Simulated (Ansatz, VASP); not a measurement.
One calculation of LiP2, two programs

```xyz
6
Lattice="6.3830 0.0000 0.0000 0.0000 6.3830 0.0000 0.0000 0.0000 2.5706" Properties=species:S:1:pos:R:3 pbc="T T T"
Li    3.1915    3.1915    0.0000
Li    0.0000    0.0000    0.0000
P     5.6347    3.9399    0.0000
P     0.7484    2.4431    0.0000
P     3.9399    0.7484    0.0000
P     2.4431    5.6347    0.0000
```

Alike in both runs: task relaxation of cell and atoms; functional PBE; k mesh 6 × 6 × 14; occupations gaussian, width 0.1 eV; no spin polarisation.

|  | VASP | Ansatz |
| --- | --- | --- |
| version | VASP 6.6.1 | Ansatz 0.2.0 |
| potentials or method | VASP PAW PBE potentials, release 64 (Li_sv, P) | scalar-relativistic, plane waves, PAW |
| plane-wave cutoff (eV) | 600 | 420 |
| valence electrons in the cell | 26 | 26 |

Ansatz gave:

- gap on the k mesh at the Fermi level, each at its own relaxed structure (eV): none
- relaxed volume (Å³/atom): 17.22
- relaxed cell length with the largest relative difference (Å): 2.515
- energy change over the relaxation (meV/atom): -3

Task: Estimate VASP's values.

Result: gap on the k mesh at the Fermi level, each at its own relaxed structure (eV): none; relaxed volume (Å³/atom): 17.20; relaxed cell length with the largest relative difference (Å): 2.514; energy change over the relaxation (meV/atom): -3.

A gap of «none» marks a metal or a gap that the smearing closes.

Caveats: the cutoff is under 1.25 times the usual one of these potentials, so pressure, stress and relaxed cells hold a basis-set (Pulay) error (VASP).
